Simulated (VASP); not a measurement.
Computed with PBEsol GGA, VASP's PBE PAW potentials (set 64) (plane waves; VASP 6.6.1).

VASP input:

### INCAR
```
LCHARG = F
ISMEAR = 1   ! Methfessel-Paxton
GGA = PS   ! PBEsol
LREAL = F   ! projection in real space or not
NFREE = 2
IBRION = 6   ! finite differences
LASPH = T
NSW = 1   ! most ionic steps
SIGMA = 0.1   ! width (eV)
ISIF = 3
ALGO = Normal   ! blocked Davidson
POTIM = 0.015
PREC = Accurate
LWAVE = F
NELM = 100
LMAXMIX = 6   ! l cut-off of mixed one-centre charges
EDIFF = 1E-7   ! SCF stop (eV)
ENCUT = 530   ! plane-wave cut-off (eV)
SYSTEM = Ho
```

### KPOINTS
```
Automatic mesh
0
G
11 11 6
0 0 0
```

POSCAR:
```
Ho
1.0
  1.7739167640  -3.0725140166   0.0000000000
  1.7739167640   3.0725140166   0.0000000000
  0.0000000000   0.0000000000   5.4473286471
Ho
2
Cart
  1.7739167640   1.0241733872   1.3618321618
  1.7739167640  -1.0241733872   4.0854964853
```

POTCAR, in this order: Ho_3 (PBE.64 set). Program: vasp_std.

The run wrote:

**OUTCAR**
```
 ion  position               nearest neighbor table
   1  0.333  0.667  0.250-   2 3.41   2 3.41   2 3.41   2 3.41   2 3.41   2 3.41
   2  0.667  0.333  0.750-   1 3.41   1 3.41   1 3.41   1 3.41   1 3.41   1 3.41
  LATTYP: Found a hexagonal cell.
 ALAT       =     3.5478335739
 C/A-ratio  =     1.5353957658
 Subroutine PRICEL returns:
 Original cell was already a primitive cell.
 Subroutine GETGRP returns: Found 24 space group operations
The static configuration has the point symmetry D_3d.
 The point group associated with its full space group is D_6h.
The dynamic configuration has the point symmetry D_3d.
 Subroutine INISYM returns: Found 24 space group operations
 Subroutine IBZKPT returns following result:
 Found     64 irreducible k-points:

 Following reciprocal coordinates:
            Coordinates               Weight
  0.000000  0.000000  0.000000      1.000000
  0.090909  0.000000  0.000000      6.000000
  0.181818  0.000000  0.000000      6.000000
  0.272727  0.000000  0.000000      6.000000
  0.363636  0.000000  0.000000      6.000000
  0.454545  0.000000  0.000000      6.000000
  0.090909  0.090909  0.000000      6.000000
  0.181818  0.090909  0.000000     12.000000
  0.272727  0.090909  0.000000     12.000000
  0.363636  0.090909  0.000000     12.000000
  0.454545  0.090909  0.000000      6.000000
  0.181818  0.181818  0.000000      6.000000
  0.272727  0.181818  0.000000     12.000000
  0.363636  0.181818  0.000000     12.000000
  0.272727  0.272727  0.000000      6.000000
  0.363636  0.272727  0.000000      6.000000
  0.000000  0.000000  0.166667      2.000000
  0.090909  0.000000  0.166667     12.000000
  0.181818  0.000000  0.166667     12.000000
  0.272727  0.000000  0.166667     12.000000
  0.363636  0.000000  0.166667     12.000000
  0.454545  0.000000  0.166667     12.000000
...
```

### OSZICAR
```
...
DAV:   8    -0.988745477644E+01   -0.17319E-08   -0.40662E-08  4817   0.309E-03
   8 F= -.98874548E+01 E0= -.98886639E+01  d E =0.362723E-02
       N       E                     dE             d eps       ncg     rms          rms(c)
DAV:   1    -0.991525811074E+01   -0.27803E-01   -0.75763E-01  9436   0.753E+00    0.840E-01
DAV:   2    -0.989592734679E+01    0.19331E-01   -0.27649E-02 10177   0.201E+00    0.453E-01
DAV:   3    -0.988749172739E+01    0.84356E-02   -0.11116E-02 11008   0.103E+00    0.288E-01
DAV:   4    -0.988746714919E+01    0.24578E-04   -0.16092E-03 10566   0.377E-01    0.802E-02
DAV:   5    -0.988745538908E+01    0.11760E-04   -0.66348E-05 11462   0.805E-02    0.133E-02
DAV:   6    -0.988745479589E+01    0.59319E-06   -0.75317E-06 10910   0.446E-02    0.554E-03
DAV:   7    -0.988745479528E+01    0.60163E-09   -0.29379E-07  8002   0.756E-03
   9 F= -.98874548E+01 E0= -.98886639E+01  d E =0.362717E-02
       N       E                     dE             d eps       ncg     rms          rms(c)
DAV:   1    -0.989109945335E+01   -0.36447E-02   -0.67103E-01  7658   0.759E+00    0.552E-01
DAV:   2    -0.988696035486E+01    0.41391E-02   -0.20856E-02  8640   0.187E+00    0.316E-01
DAV:   3    -0.988595665532E+01    0.10037E-02   -0.52667E-03  9504   0.731E-01    0.138E-01
DAV:   4    -0.988694828319E+01   -0.99163E-03   -0.10070E-03  8763   0.278E-01    0.664E-02
DAV:   5    -0.988749249677E+01   -0.54421E-03   -0.90147E-05  9744   0.983E-02    0.108E-02
DAV:   6    -0.988753022449E+01   -0.37728E-04   -0.77372E-06  7984   0.243E-02    0.436E-03
DAV:   7    -0.988754705193E+01   -0.16827E-04   -0.53630E-07  7696   0.977E-03    0.484E-04
DAV:   8    -0.988754588694E+01    0.11650E-05   -0.44800E-08  4017   0.320E-03    0.271E-04
DAV:   9    -0.988754615180E+01   -0.26486E-06   -0.12346E-08  3837   0.241E-03    0.761E-05
DAV:  10    -0.988754626586E+01   -0.11405E-06   -0.70372E-09  3742   0.182E-03    0.151E-05
DAV:  11    -0.988754624130E+01    0.24557E-07   -0.43397E-09  3657   0.144E-03
  10 F= -.98875462E+01 E0= -.98887682E+01  d E =0.366589E-02
       N       E                     dE             d eps       ncg     rms          rms(c)
DAV:   1    -0.991226137333E+01   -0.24715E-01   -0.76493E-01  8268   0.745E+00    0.788E-01
DAV:   2    -0.989546159451E+01    0.16800E-01   -0.27506E-02  8733   0.195E+00    0.445E-01
DAV:   3    -0.988748260838E+01    0.79790E-02   -0.11637E-02  9552   0.100E+00    0.212E-01
DAV:   4    -0.988754655987E+01   -0.63951E-04   -0.12430E-03  7819   0.296E-01    0.810E-02
DAV:   5    -0.988754633519E+01    0.22468E-06   -0.62714E-05  9920   0.108E-01    0.601E-03
DAV:   6    -0.988754626134E+01    0.73843E-07   -0.19996E-06  8824   0.151E-02    0.479E-03
DAV:   7    -0.988754624359E+01    0.17748E-07   -0.47559E-08  4917   0.478E-03
  11 F= -.98875462E+01 E0= -.98887682E+01  d E =0.366586E-02
       N       E                     dE             d eps       ncg     rms          rms(c)
DAV:   1    -0.989583160269E+01   -0.82853E-02   -0.53404E-01  8011   0.605E+00    0.536E-01
DAV:   2    -0.989020579822E+01    0.56258E-02   -0.20290E-02  8640   0.172E+00    0.306E-01
DAV:   3    -0.988710497868E+01    0.31008E-02   -0.56416E-03  9824   0.726E-01    0.113E-01
DAV:   4    -0.988736415652E+01   -0.25918E-03   -0.85952E-04  8387   0.253E-01    0.494E-02
DAV:   5    -0.988752681765E+01   -0.16266E-03   -0.74796E-05  9768   0.937E-02    0.618E-03
DAV:   6    -0.988754356978E+01   -0.16752E-04   -0.51275E-06  7839   0.200E-02    0.224E-03
DAV:   7    -0.988755140937E+01   -0.78396E-05   -0.24476E-07  5668   0.759E-03    0.328E-04
DAV:   8    -0.988755145237E+01   -0.43001E-07   -0.47766E-08  4027   0.489E-03
  12 F= -.98875515E+01 E0= -.98887673E+01  d E =0.364761E-02
       N       E                     dE             d eps       ncg     rms          rms(c)
DAV:   1    -0.991242553943E+01   -0.24874E-01   -0.80003E-01  8196   0.766E+00    0.821E-01
DAV:   2    -0.989546216534E+01    0.16963E-01   -0.25968E-02  8689   0.184E+00    0.439E-01
DAV:   3    -0.988751587323E+01    0.79463E-02   -0.11151E-02  9568   0.978E-01    0.201E-01
DAV:   4    -0.988755028169E+01   -0.34408E-04   -0.12740E-03  8047   0.304E-01    0.833E-02
DAV:   5    -0.988755174906E+01   -0.14674E-05   -0.56078E-05  9691   0.975E-02    0.570E-03
DAV:   6    -0.988755156953E+01    0.17953E-06   -0.20353E-06  9134   0.156E-02    0.424E-03
DAV:   7    -0.988755154531E+01    0.24223E-07   -0.85253E-08  4922   0.489E-03
  13 F= -.98875515E+01 E0= -.98887674E+01  d E =0.364753E-02
       N       E                     dE             d eps       ncg     rms          rms(c)
DAV:   1    -0.988903708478E+01   -0.14855E-02   -0.74269E-01  9488   0.156E+01    0.355E-01
DAV:   2    -0.989051886734E+01   -0.14818E-02   -0.50170E-02  9388   0.217E+00    0.211E-01
DAV:   3    -0.988875213801E+01    0.17667E-02   -0.30259E-03 11208   0.637E-01    0.772E-02
DAV:   4    -0.988870751224E+01    0.44626E-04   -0.82604E-04 11560   0.282E-01    0.144E-02
DAV:   5    -0.988872810285E+01   -0.20591E-04   -0.82543E-05 10549   0.101E-01    0.478E-03
DAV:   6    -0.988873127222E+01   -0.31694E-05   -0.14619E-06 10608   0.140E-02    0.121E-03
DAV:   7    -0.988873265298E+01   -0.13808E-05   -0.36525E-08  5535   0.446E-03    0.443E-04
DAV:   8    -0.988873276662E+01   -0.11364E-06   -0.20805E-08  4377   0.249E-03    0.122E-04
DAV:   9    -0.988873280642E+01   -0.39797E-07   -0.89052E-09  4007   0.291E-03
  14 F= -.98887328E+01 E0= -.98900060E+01  d E =0.381947E-02
       N       E                     dE             d eps       ncg     rms          rms(c)
DAV:   1    -0.988069154886E+01    0.80412E-02   -0.10889E+00  8743   0.212E+01    0.154E-01
DAV:   2    -0.988859296725E+01   -0.79014E-02   -0.79266E-02  8913   0.290E+00    0.610E-02
DAV:   3    -0.988873680690E+01   -0.14384E-03   -0.15839E-03 10525   0.530E-01    0.478E-02
DAV:   4    -0.988873274450E+01    0.40624E-05   -0.43171E-05 10648   0.137E-01    0.134E-02
DAV:   5    -0.988873306021E+01   -0.31571E-06   -0.27958E-06 10491   0.209E-02    0.372E-03
DAV:   6    -0.988873281684E+01    0.24337E-06   -0.54873E-07  9618   0.192E-02    0.140E-03
DAV:   7    -0.988873280492E+01    0.11918E-07   -0.41903E-08  4717   0.377E-03
  15 F= -.98887328E+01 E0= -.98900060E+01  d E =0.381946E-02
       N       E                     dE             d eps       ncg     rms          rms(c)
DAV:   1    -0.988253423067E+01    0.61986E-02   -0.90610E-01  3018   0.201E+01    0.274E-01
DAV:   2    -0.988832875576E+01   -0.57945E-02   -0.62864E-02  3357   0.262E+00    0.695E-02
DAV:   3    -0.988838374821E+01   -0.54992E-04   -0.88178E-04  3618   0.419E-01    0.173E-02
DAV:   4    -0.988838048748E+01    0.32607E-05   -0.28063E-05  3137   0.613E-02    0.986E-03
DAV:   5    -0.988837471450E+01    0.57730E-05   -0.24480E-06  3520   0.201E-02    0.203E-03
DAV:   6    -0.988837326856E+01    0.14459E-05   -0.25847E-07  2783   0.550E-03    0.650E-04
DAV:   7    -0.988837299575E+01    0.27280E-06   -0.30164E-08  1985   0.377E-03    0.177E-04
DAV:   8    -0.988837298128E+01    0.14472E-07   -0.13849E-08  1822   0.283E-03
  16 F= -.98883730E+01 E0= -.98896395E+01  d E =0.379953E-02
       N       E                     dE             d eps       ncg     rms          rms(c)
DAV:   1    -0.988171276469E+01    0.66602E-02   -0.15918E+00  3180   0.265E+01    0.528E-01
DAV:   2    -0.988821702139E+01   -0.65043E-02   -0.85773E-02  3221   0.307E+00    0.108E-01
DAV:   3    -0.988837000335E+01   -0.15298E-03   -0.19015E-03  3470   0.498E-01    0.196E-02
DAV:   4    -0.988837304586E+01   -0.30425E-05   -0.50787E-05  3360   0.945E-02    0.117E-02
DAV:   5    -0.988837306103E+01   -0.15174E-07   -0.42685E-06  3486   0.183E-02    0.245E-03
DAV:   6    -0.988837305263E+01    0.84030E-08   -0.45953E-07  2987   0.817E-03
  17 F= -.98883731E+01 E0= -.98896396E+01  d E =0.379960E-02
```

File OUTCAR:
```
------------------------ aborting loop because EDIFF is reached ----------------------------------------
  FORCE on cell =-STRESS in cart. coord.  units (eV):
  Direction    XX          YY          ZZ          XY          YZ          ZX
  --------------------------------------------------------------------------------------
  Total       -0.0223736     -0.0223736      0.0157547      0.0000000     -0.0000000      0.0000000
  in kB       -0.6036781     -0.6036781      0.4250903      0.0000000     -0.0000000      0.0000000
  external PRESSURE =      -0.2607553 kB  Pullay stress =       0.0000000 kB
  volume of cell :       59.38
      direct lattice vectors                 reciprocal lattice vectors
     1.773916764 -3.072514017  0.000000000     0.281862154 -0.162733188  0.000000000
     1.773916764  3.072514017  0.000000000     0.281862154  0.162733188  0.000000000
     0.000000000  0.000000000  5.447328647     0.000000000  0.000000000  0.183576220
 POSITION                                       TOTAL-FORCE (eV/Angst)
 -----------------------------------------------------------------------------------
      1.77392      1.02417      1.34683         0.000000      0.000000      0.070550
      1.77392     -1.02417      4.08550        -0.000000     -0.000000     -0.070550
 -----------------------------------------------------------------------------------
    total drift:                                0.000001      0.000068     -0.002106
  FREE ENERGIE OF THE ION-ELECTRON SYSTEM (eV)
  ---------------------------------------------------
  free  energy   TOTEN  =        -9.8883730526 eV

  energy  without entropy=       -9.8921726498  energy(sigma->0) =       -9.88963959

   1 f  =    3.734517 THz    23.464662 2PiTHz  124.570075 cm-1    15.444714 meV
             X         Y         Z           dx          dy          dz
      1.773917  1.024173  1.361832    -0.000000    0.000000    0.707107
      1.773917 -1.024173  4.085496     0.000000    0.000000   -0.707107

   2 f  =    2.126402 THz    13.360579 2PiTHz   70.929142 cm-1     8.794089 meV
             X         Y         Z           dx          dy          dz
      1.773917  1.024173  1.361832     0.000000    0.707107   -0.000000
      1.773917 -1.024173  4.085496     0.000000   -0.707107   -0.000000

   3 f  =    2.126402 THz    13.360579 2PiTHz   70.929141 cm-1     8.794089 meV
             X         Y         Z           dx          dy          dz
      1.773917  1.024173  1.361832     0.707107   -0.000000    0.000000
      1.773917 -1.024173  4.085496    -0.707107    0.000000    0.000000

   4 f  =    0.000000 THz     0.000000 2PiTHz    0.000001 cm-1     0.000000 meV
             X         Y         Z           dx          dy          dz
      1.773917  1.024173  1.361832    -0.000000    0.383482    0.594089
      1.773917 -1.024173  4.085496     0.000000    0.383482    0.594089

   5 f  =    0.000000 THz     0.000000 2PiTHz    0.000001 cm-1     0.000000 meV
             X         Y         Z           dx          dy          dz
      1.773917  1.024173  1.361832     0.000000   -0.594089    0.383482
      1.773917 -1.024173  4.085496     0.000000   -0.594089    0.383482

   6 f  =    0.000000 THz     0.000000 2PiTHz    0.000000 cm-1     0.000000 meV
             X         Y         Z           dx          dy          dz
      1.773917  1.024173  1.361832    -0.707107    0.000000   -0.000000
      1.773917 -1.024173  4.085496    -0.707107   -0.000000    0.000000

 ELASTIC MODULI CONTR FROM IONIC RELAXATION (kBar)
 Direction    XX          YY          ZZ          XY          YZ          ZX
 --------------------------------------------------------------------------------
 XX         -38.8447     38.8447      0.0000      0.0000      0.0000      0.0000
 YY          38.8447    -38.8447     -0.0000     -0.0000      0.0000      0.0000
 ZZ           0.0000     -0.0000     -0.0000      0.0000      0.0000      0.0000
 XY           0.0000     -0.0000      0.0000    -38.8447      0.0000      0.0000
 YZ           0.0000      0.0000      0.0000      0.0000      0.0000      0.0000
 ZX           0.0000      0.0000      0.0000      0.0000      0.0000      0.0000
 --------------------------------------------------------------------------------

 TOTAL ELASTIC MODULI (kBar)
 Direction    XX          YY          ZZ          XY          YZ          ZX
 --------------------------------------------------------------------------------
 XX         865.2219    251.5338    265.9514      0.0000      0.0000     -0.0000
 YY         251.5338    865.2220    265.9514     -0.0000      0.0000      0.0000
 ZZ         265.9514    265.9514    929.6887     -0.0000     -0.0000      0.0000
 XY           0.0000     -0.0000     -0.0000    306.8441     -0.0000     -0.0000
 YZ           0.0000      0.0000     -0.0000      0.0000    325.5831      0.0000
 ZX          -0.0000      0.0000      0.0000     -0.0000      0.0000    325.5832
 --------------------------------------------------------------------------------
```
(Selected blocks of OUTCAR.)

The 4f electrons are frozen in the core of the lanthanide potential, so 4f levels, which can set the real gap, and their magnetism are missing. Finite-difference elastic constants of metals are sensitive to mesh and smearing; shear constants can be off by tens of GPa.

The compound is Ho in the hcp structure. It was relaxed first.
